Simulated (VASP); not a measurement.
**HfB2: formation energy of interstitial N**

Aim: the formation energy and local structure of interstitial N in HfB2. The start is a cell from a database of measured crystal structures.

Calculated with VASP 6.6.1; SCAN; plane waves and PAW (Hf, B), in the first sound run; inputs show where later runs differ.

## Step 1: The host crystal

Symmetry: P6/mmm, No. 191, hexagonal system. The conventional cell has a = 3.140 Å, b = 3.140 Å, c = 3.480 Å, α = 90.00°, β = 90.00°, γ = 120.00°. Nearest to Hf lie 12 B at 2.51 Å. B has 3 B at 1.81 Å and 6 Hf at 2.51 Å nearest. Farther neighbours are not listed.

## Step 2: The host at zero pressure

The later steps need the crystal at this functional's own lattice; a raised cutoff keeps the stress reliable while the cell changes.

INCAR reads:

```
SYSTEM = HfB2
PREC = Accurate
ENCUT = 420
EDIFF = 1E-06
NELM = 120
ISMEAR = 0
SIGMA = 0.05
LREAL = .FALSE.
ALGO = Normal
METAGGA = SCAN
LASPH = .TRUE.
NBANDS = 11
LORBIT = 11
LWAVE = .FALSE.
LCHARG = .FALSE.
KPAR = 4
IBRION = 2
NSW = 40
ISIF = 3
EDIFFG = -0.02
POTIM = 0.4
```

POSCAR reads:

```
HfB2
1.0
    3.1400000000      0.0000000000      0.0000000000
   -1.5700000000      2.7193197679      0.0000000000
    0.0000000000      0.0000000000      3.4800000000
Hf B
1 2
Direct
    0.0000000000      0.0000000000      0.0000000000
    0.6666666667      0.3333333333      0.5000000000
    0.3333333333      0.6666666667      0.5000000000
```

KPOINTS reads:

```
Automatic mesh
0
Gamma
7 7 6
0 0 0
```

The projector-augmented-wave data sets are Hf and B (PBE family, release 64).

Started as:

```sh
$ mpirun -np 4 vasp_std
```

The program printed:

```text
[banner, memory and clock lines left out]
running    4 mpi-ranks, on    1 nodes
 distrk:  each k-point on    1 cores,    4 groups
 distr:  one band on    1 cores,    1 groups

 POSCAR found type information on POSCAR HfB
 POSCAR found :  2 types and       3 ions
|                                                                             |
|               ----> ADVICE to this user running VASP <----                  |
|                                                                             |
|     You enforced a specific xc type in the INCAR file but a different       |
|     [... a line on the potential file left out ...]
|     I HOPE YOU KNOW WHAT YOU ARE DOING!                                     |
|                                                                             |

 LDA part: xc-table for (None), standard interpolation
 POSCAR, INCAR and KPOINTS ok, starting setup
 FFT: planning ... GRIDC
 FFT: planning ... GRID_SOFT
 FFT: planning ... GRID
 WAVECAR not read
 entering main loop
       N       E                     dE             d eps       ncg     rms          rms(c)
DAV:   1    -0.525411300886E+02   -0.52541E+02   -0.40810E+03   704   0.689E+02
DAV:   2    -0.824553235087E+02   -0.29914E+02   -0.28790E+02   937   0.123E+02
DAV:   3    -0.833643683672E+02   -0.90904E+00   -0.90266E+00   963   0.194E+01
DAV:   4    -0.833689244145E+02   -0.45560E-02   -0.45538E-02   937   0.129E+00
DAV:   5    -0.833689435264E+02   -0.19112E-04   -0.19110E-04   949   0.750E-02    0.181E+01
DAV:   6    -0.808703740901E+02    0.24986E+01   -0.45343E+00   899   0.118E+01    0.101E+01
DAV:   7    -0.808921490989E+02   -0.21775E-01   -0.47920E-01  1063   0.536E+00    0.309E+00
DAV:   8    -0.808814020627E+02    0.10747E-01   -0.22928E-02  1042   0.128E+00    0.322E-01
DAV:   9    -0.808809565845E+02    0.44548E-03   -0.37927E-03  1050   0.440E-01    0.100E-01
DAV:  10    -0.808811489491E+02   -0.19236E-03   -0.36553E-04   965   0.189E-01    0.436E-02
DAV:  11    -0.808811366100E+02    0.12339E-04   -0.47832E-05  1015   0.444E-02    0.781E-03
DAV:  12    -0.808811395466E+02   -0.29366E-05   -0.54050E-06   881   0.222E-02    0.386E-03
DAV:  13    -0.808811396932E+02   -0.14662E-06   -0.21862E-07   591   0.449E-03
   1 F= -.80881140E+02 E0= -.80880851E+02  d E =-.808811E+02
 curvature:   0.00 expect dE= 0.000E+00 dE for cont linesearch  0.000E+00
 trial: gam= 0.00000 g(F)=  0.287E-44 g(S)=  0.240E-01 ort = 0.000E+00 (trialstep = 0.100E+01)
 search vector abs. value=  0.240E-01
 bond charge predicted
       N       E                     dE             d eps       ncg     rms          rms(c)
DAV:   1    -0.808767760976E+02    0.43634E-02   -0.18911E-01   710   0.436E+00    0.116E+00
DAV:   2    -0.808825161152E+02   -0.57400E-02   -0.11721E-02   942   0.118E+00    0.739E-01
DAV:   3    -0.808819586409E+02    0.55747E-03   -0.82815E-04   961   0.269E-01    0.271E-02
DAV:   4    -0.808819539119E+02    0.47291E-05   -0.50185E-05   866   0.557E-02    0.794E-03
DAV:   5    -0.808819554552E+02   -0.15434E-05   -0.17774E-06   879   0.128E-02    0.532E-03
DAV:   6    -0.808819570800E+02   -0.16248E-05   -0.11429E-06   734   0.110E-02    0.257E-03
DAV:   7    -0.808819570300E+02    0.49944E-07   -0.13116E-07   481   0.325E-03
   2 F= -.80881957E+02 E0= -.80881666E+02  d E =-.817337E-03
[...]
3 F= -.80887464E+02 E0= -.80887175E+02  d E =-.632449E-02
[...]
4 F= -.80887462E+02 E0= -.80887172E+02  d E =-.632185E-02
 curvature:  -0.26 expect dE=-0.281E-04 dE for cont linesearch -0.205E-05
 ZBRENT: accuracy reached
 trial: gam=-0.01361 g(F)=  0.586E-46 g(S)=  0.108E-03 ort = 0.435E-03 (trialstep = 0.902E+00)
 search vector abs. value=  0.101E-03
 bond charge predicted
       N       E                     dE             d eps       ncg     rms          rms(c)
DAV:   1    -0.808875251606E+02   -0.63866E-04   -0.12606E-03   736   0.250E-01    0.291E-02
DAV:   2    -0.808875167021E+02    0.84585E-05   -0.39645E-05   970   0.408E-02    0.178E-02
DAV:   3    -0.808875164671E+02    0.23500E-06   -0.42218E-06   865   0.149E-02
   5 F= -.80887516E+02 E0= -.80887225E+02  d E =-.549289E-04
 trial-energy change:   -0.000055  1 .order   -0.000057   -0.000092   -0.000021
 step:   1.1636(harm=  1.1636)  dis= 0.00000  next Energy=   -80.887521 (dE=-0.595E-04)
 reached required accuracy - stopping structural energy minimisation
```

Run time: 16 s. Hardware: 4 MPI ranks of Intel Xeon 6975P-C (Granite Rapids), shared host; peak memory 0.56 GiB.

The logs omit lines about the potential files and the build; timing stands in the text.

OUTCAR, selected parts (step 2):

```text
ion  position               nearest neighbor table
   1  0.000  0.000  0.000-   2 2.51   3 2.51   2 2.51   3 2.51   2 2.51   2 2.51   3 2.51   3 2.51
                             2 2.51   2 2.51   3 2.51   3 2.51
   2  0.667  0.333  0.500-   3 1.81   3 1.81   3 1.81   1 2.51   1 2.51   1 2.51   1 2.51   1 2.51
                             1 2.51
   3  0.333  0.667  0.500-   2 1.81   2 1.81   2 1.81   1 2.51   1 2.51   1 2.51   1 2.51   1 2.51
                             1 2.51

  LATTYP: Found a hexagonal cell.
 ALAT       =     3.1400000000
 C/A-ratio  =     1.1082802548

 Subroutine GETGRP returns: Found 24 space group operations
 (whereof 24 operations were pure point group operations)

The static configuration has the point symmetry D_6h.

 Found     32 irreducible k-points:

   k-points           NKPTS =     32   k-points in BZ     NKDIM =     32   number of bands    NBANDS=     11

   dimension x,y,z NGX =    24 NGY =   24 NGZ =   24
   dimension x,y,z NGXF=    48 NGYF=   48 NGZF=   48

   ENCUT  =  420.0 eV  30.87 Ry    5.56 a.u.   5.25  5.25  5.82*2*pi/ulx,y,z

   NELECT =      10.0000    total number of electrons

 k-points in reciprocal lattice and weights: Automatic mesh
   0.00000000  0.00000000  0.00000000       0.003
   0.14285714  0.00000000  0.00000000       0.020
   0.28571429  0.00000000  0.00000000       0.020
   0.42857143  0.00000000  0.00000000       0.020
   0.14285714  0.14285714  0.00000000       0.020
   0.28571429  0.14285714  0.00000000       0.041
   0.42857143  0.14285714  0.00000000       0.020
   0.28571429  0.28571429  0.00000000       0.020
   0.00000000  0.00000000  0.16666667       0.007
[...]
0.42857143  0.14285714  0.50000000       0.020
   0.28571429  0.28571429  0.50000000       0.020

 average (electrostatic) potential at core
       1 -36.4760       2 -25.9883       3 -25.9883

 E-fermi :   7.8021

 k-point     1 :       0.0000    0.0000    0.0000
  band No.  band energies     occupation
      1      -6.6103      2.00000
      2       4.7884      2.00000
      3       4.9159      2.00000
      4       4.9159      2.00000
      5       5.0635      2.00000
      6      12.2357      0.00000
      7      12.2357      0.00000
      8      12.9145      0.00000
      9      12.9145      0.00000
     10      13.4544      0.00000
    ...

 k-point     2 :       0.1429    0.0000    0.0000
  band No.  band energies     occupation
      1      -6.1660      2.00000
      2       3.7352      2.00000
      3       4.6996      2.00000
      4       4.8783      2.00000
      5       5.2289      2.00000
      6      10.9294      0.00000
      7      11.9290      0.00000
      8      12.0142      0.00000
      9      12.6228      0.00000
     10      14.1798      0.00000
    ...

 k-point     3 :       0.2857    0.0000    0.0000
  band No.  band energies     occupation
      1      -4.9322      2.00000
      2       1.4762      2.00000
      3       4.0718      2.00000
      4       4.6604      2.00000
      5       5.6142      2.00000
      6      10.3884      0.00000
      7      11.3278      0.00000
      8      11.6371      0.00000
      9      12.5002      0.00000
     10      14.2326      0.00000
    ...

  Total       -0.0209985     -0.0209985      0.0072402      0.0000000     -0.0000000      0.0000000
  in kB       -1.1493448     -1.1493448      0.3962868      0.0000000     -0.0000000      0.0000000
  external PRESSURE =      -0.6341342 kB  Pullay stress =       0.0000000 kB

  energy-cutoff  :      420.00
  volume of cell :       29.27
      direct lattice vectors                 reciprocal lattice vectors
     3.120720637 -0.000000000  0.000000000     0.320438808  0.185005432 -0.000000000
    -1.560360319  2.702623350 -0.000000000     0.000000000  0.370010864  0.000000000
     0.000000000 -0.000000000  3.470635288    -0.000000000  0.000000000  0.288131687

 POSITION                                       TOTAL-FORCE (eV/Angst)
 -----------------------------------------------------------------------------------
     -1.56036      2.70262      3.47064        -0.000000      0.000000      0.000000
      1.56036      0.90087      1.73532         0.000000     -0.000000      0.000000
     -0.00000      1.80175      1.73532        -0.000000      0.000000     -0.000000
 -----------------------------------------------------------------------------------
    total drift:                                0.000000     -0.000000      0.000000

  FREE ENERGIE OF THE ION-ELECTRON SYSTEM (eV)
  ---------------------------------------------------
  free  energy   TOTEN  =       -80.8875164671 eV

  energy  without entropy=      -80.8869342466  energy(sigma->0) =      -80.88722536

 reached required accuracy - stopping structural energy minimisation

 total charge
# of ion       s       p       d       tot
------------------------------------------
    1        0.323   0.720   2.544   3.588
    2        0.677   1.284   0.000   1.961
    3        0.677   1.284   0.000   1.961
--------------------------------------------------
tot          1.678   3.288   2.544   7.510

[... 3 further parts left out ...]
```

CONTCAR:

```
HfB2
   1.00000000000000
     3.1207206370920106   -0.0000000000000000    0.0000000000000000
    -1.5603603185460053    2.7026233498525909   -0.0000000000000000
     0.0000000000000000   -0.0000000000000000    3.4706352879381503
  Hf              B
     1     2
Direct
     0.0000000000000000    1.0000000000000000    1.0000000000000000
     0.6666666667000030    0.3333333332999970    0.5000000000000000
     0.3333333332999970    0.6666666667000030    0.5000000000000000
```

The k-mesh is coarse for a metal. The PAW data sets were made with PBE, which is usual practice but a small mismatch for other functionals. The data set Hf keeps the semicore shell frozen, which is cheaper and a little less accurate. The run keeps the 24 symmetry operations of its start, so it cannot find a distortion of lower symmetry.

The steps of the relaxation:

```tsv
step	energy less that of the first step (eV)	largest force (eV/Å)	pressure (GPa)	volume (Å³)
1	0.0000	0.0000	-4.17	29.71
2	-0.0008	0.0000	4.22	28.84
3	-0.0063	0.0000	0.07	29.26
4	-0.0063	0.0000	-0.02	29.26
5	-0.0064	0.0000	-0.06	29.27
```

```tsv
conventional cell, symmetrised	before	after	change
a (Å)	3.140	3.121	-0.6 %
b (Å)	3.140	3.121	-0.6 %
c (Å)	3.480	3.471	-0.3 %
volume (Å³/atom)	9.90	9.76	-1.5 %
```

The relaxed structure:

```
Hf B
1.0
     3.12072    0.00000    0.00000
    -1.56036    2.70262    0.00000
     0.00000    0.00000    3.47064
Hf B
1 2
Direct
  0.00000 0.00000 0.00000
  0.66667 0.33333 0.50000
  0.33333 0.66667 0.50000
```

Numbers from this step:

| Property | Result |
| --- | --- |
| electronic cycles | 30 |
| electrons | 10 |
| free energy (TOTEN) | -80.8875 eV |
| energy at zero smearing | -80.8872 eV |
| Fermi energy | 7.802 eV |
| labelled metallic, from the levels on this mesh | yes |

The run ended after 5 ionic steps, 0.006 eV below its first step, once forces and stress met EDIFFG = -0.02.

(Part 1 of 6 ends here.)

[Lines on the potential files, build, host, timing and source positions are cut from VASP's logs without a mark.]

[Logs are printed without paths, hosts, clocks, repeated set-up lines and the standing remarks that a program may print on its own settings, such as how far it seeks lower states.]

[Hosts, paths, dates, database ids (printed as entryN), source tags and the programs' standing remarks are cut or masked in the printed files.]

[In band tables of VASP the shares of atoms and orbitals are scaled to a sum of 1 inside the atoms' spheres.]

[Runs that stopped without an error message from VASP are left out.]
